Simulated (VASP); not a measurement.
Calculation: LDA (Ceperley-Alder, Perdew-Zunger), VASP's LDA PAW potentials (set 64) (plane waves; VASP 6.6.1).

VASP input:

INCAR:
```
# general
SYSTEM =Ni3Si
PREC   =Accurate
ENCUT  =500   # plane-wave cut-off (eV)
LREAL  =.FALSE.
LASPH  =.TRUE.

# electronic loop
EDIFF  =1E-6   # SCF stop (eV)
NELM   =100   # most electronic steps
ALGO   =Normal
LMAXMIX=4   # l cut-off of mixed one-centre charges

# smearing
ISMEAR =1
SIGMA  =0.1

# ions
IBRION =2   # conjugate gradients
NSW    =40
ISIF   =3   # ions, shape and volume
EDIFFG =-0.02   # ionic stop
PSTRESS=50   # kbar

# output
LWAVE  =.FALSE.
LCHARG =.FALSE.
```

POSCAR:
```
Ni3Si
1.0
  3.4291041174   0.0000000000   0.0000000000
  0.0000000000   3.4291041174   0.0000000000
  0.0000000000   0.0000000000   3.4291041174
Si Ni
1 3
Cart
  0.0000000000   0.0000000000   0.0000000000
  0.0000000000   1.7145520587   1.7145520587
  1.7145520587   0.0000000000   1.7145520587
  1.7145520587   1.7145520587   0.0000000000
```

### KPOINTS
```
Automatic mesh
0
Gamma
9 9 9
```

POTCAR, in this order: Si Ni (LDA.64 set). Program: vasp_std.

Output

**OSZICAR**
```
       N       E                     dE             d eps       ncg     rms          rms(c)
DAV:   1     0.199467729811E+03    0.19947E+03   -0.15428E+04  1470   0.215E+03
DAV:   2    -0.203622696511E+02   -0.21983E+03   -0.21182E+03  1470   0.376E+02
DAV:   3    -0.315582435237E+02   -0.11196E+02   -0.10762E+02  1591   0.113E+02
DAV:   4    -0.318272848206E+02   -0.26904E+00   -0.26748E+00  1758   0.157E+01
DAV:   5    -0.318365410125E+02   -0.92562E-02   -0.92533E-02  1766   0.276E+00    0.213E+01
DAV:   6    -0.311437321914E+02    0.69281E+00   -0.53845E+01  1679   0.124E+02    0.158E+01
DAV:   7    -0.280240370661E+02    0.31197E+01   -0.15592E+01  1628   0.681E+01    0.470E+00
DAV:   8    -0.279451486854E+02    0.78888E-01   -0.66637E-01  1611   0.691E+00    0.148E+00
DAV:   9    -0.279263082951E+02    0.18840E-01   -0.32770E-02  2040   0.260E+00    0.581E-01
DAV:  10    -0.279237323562E+02    0.25759E-02   -0.34770E-03  1956   0.484E-01    0.273E-01
DAV:  11    -0.279230331275E+02    0.69923E-03   -0.90136E-04  2301   0.384E-01    0.636E-02
DAV:  12    -0.279230307429E+02    0.23846E-05   -0.13549E-04  1695   0.146E-01    0.181E-02
DAV:  13    -0.279230295386E+02    0.12042E-05   -0.97951E-06  1710   0.220E-02    0.826E-03
DAV:  14    -0.279230295162E+02    0.22425E-07   -0.52209E-07   905   0.881E-03
   1 F= -.26664680E+02 E0= -.26664920E+02  d E =-.266647E+02
       N       E                     dE             d eps       ncg     rms          rms(c)
DAV:   1    -0.291082820485E+02   -0.11853E+01   -0.15337E+01  1515   0.634E+01    0.987E+00
DAV:   2    -0.286967849943E+02    0.41150E+00   -0.13966E+01  1668   0.665E+01    0.662E+00
DAV:   3    -0.278907998058E+02    0.80599E+00   -0.36226E+00  1624   0.345E+01    0.166E+00
DAV:   4    -0.278534258869E+02    0.37374E-01   -0.11886E-01  1663   0.333E+00    0.557E-01
DAV:   5    -0.278496764609E+02    0.37494E-02   -0.50470E-03  2060   0.908E-01    0.252E-01
DAV:   6    -0.278491773248E+02    0.49914E-03   -0.13587E-03  1924   0.350E-01    0.585E-02
DAV:   7    -0.278491783965E+02   -0.10717E-05   -0.12816E-04  1591   0.124E-01    0.299E-02
DAV:   8    -0.278491772552E+02    0.11413E-05   -0.20185E-05  1693   0.281E-02    0.846E-03
DAV:   9    -0.278491767055E+02    0.54970E-06   -0.29763E-06  1174   0.237E-02
   2 F= -.26648387E+02 E0= -.26648644E+02  d E =0.162925E-01
       N       E                     dE             d eps       ncg     rms          rms(c)
DAV:   1    -0.283931040528E+02   -0.54393E+00   -0.57153E+00  1500   0.402E+01    0.624E+00
DAV:   2    -0.283505724469E+02    0.42532E-01   -0.65161E+00  1673   0.434E+01    0.463E+00
DAV:   3    -0.279232324098E+02    0.42734E+00   -0.16678E+00  1647   0.233E+01    0.988E-01
DAV:   4    -0.279149884709E+02    0.82439E-02   -0.64908E-02  1594   0.204E+00    0.482E-01
DAV:   5    -0.279120553865E+02    0.29331E-02   -0.10534E-02  1825   0.170E+00    0.114E-01
DAV:   6    -0.279119543346E+02    0.10105E-03   -0.93086E-04  1515   0.350E-01    0.327E-02
DAV:   7    -0.279119624614E+02   -0.81268E-05   -0.37523E-05  2091   0.546E-02    0.247E-02
DAV:   8    -0.279119641098E+02   -0.16483E-05   -0.29271E-06  1366   0.197E-02    0.557E-03
DAV:   9    -0.279119641586E+02   -0.48825E-07   -0.80444E-07   835   0.136E-02
   3 F= -.26676584E+02 E0= -.26676831E+02  d E =-.119049E-01
```

OUTCAR:
```
------------------------ aborting loop because EDIFF is reached ----------------------------------------
  FORCE on cell =-STRESS in cart. coord.  units (eV):
  Direction    XX          YY          ZZ          XY          YZ          ZX
  --------------------------------------------------------------------------------------
  Total        1.2277604      1.2277604      1.2277604      0.0000000      0.0000000     -0.0000000
  in kB       49.6916231     49.6916231     49.6916231      0.0000000      0.0000000     -0.0000000
  external PRESSURE =      -0.3083769 kB  Pullay stress =      50.0000000 kB
  volume of cell :       39.59
      direct lattice vectors                 reciprocal lattice vectors
     3.408110563 -0.000000000  0.000000000     0.293417711  0.000000000  0.000000000
    -0.000000000  3.408110563 -0.000000000     0.000000000  0.293417711  0.000000000
    -0.000000000 -0.000000000  3.408110563    -0.000000000  0.000000000  0.293417711
 POSITION                                       TOTAL-FORCE (eV/Angst)
 -----------------------------------------------------------------------------------
      0.00000      0.00000      0.00000         0.000000      0.000000      0.000000
     -0.00000      1.70406      1.70406        -0.000000      0.000000      0.000000
      1.70406     -0.00000      1.70406         0.000000     -0.000000      0.000000
      1.70406      1.70406      0.00000         0.000000      0.000000      0.000000
 -----------------------------------------------------------------------------------
    total drift:                                0.000000      0.000000      0.000000
  FREE ENERGIE OF THE ION-ELECTRON SYSTEM (eV)
  ---------------------------------------------------
  free  energy   TOTEN  =       -27.9119641586 eV

  energy  without entropy=      -27.9127036324  energy(sigma->0) =      -27.91221065
  enthalpy is  TOTEN    =       -26.6765844945 eV   P V=        1.2353796641

 reached required accuracy - stopping structural energy minimisation
```
(Selected blocks of OUTCAR.)

**CONTCAR**
```
Ni3Si
   1.00000000000000
     3.4081105632487478   -0.0000000000000000    0.0000000000000000
    -0.0000000000000000    3.4081105632487478   -0.0000000000000000
    -0.0000000000000000   -0.0000000000000000    3.4081105632487478
  Si              Ni
     1     3
Direct
     0.0000000000000000    0.0000000000000000    0.0000000000000000
     0.0000000000000000    0.5000000000000000    0.5000000000000000
     0.5000000000000000    0.0000000000000000    0.5000000000000000
     0.5000000000000000    0.5000000000000000    0.0000000000000000
```

The compound is Ni3Si in the L1_2 structure. This run relaxes it under an external pressure of 5 GPa. Symmetry was kept, so distortions that lower it aren't found. The run is not spin-polarised, so no magnetic state was tried.
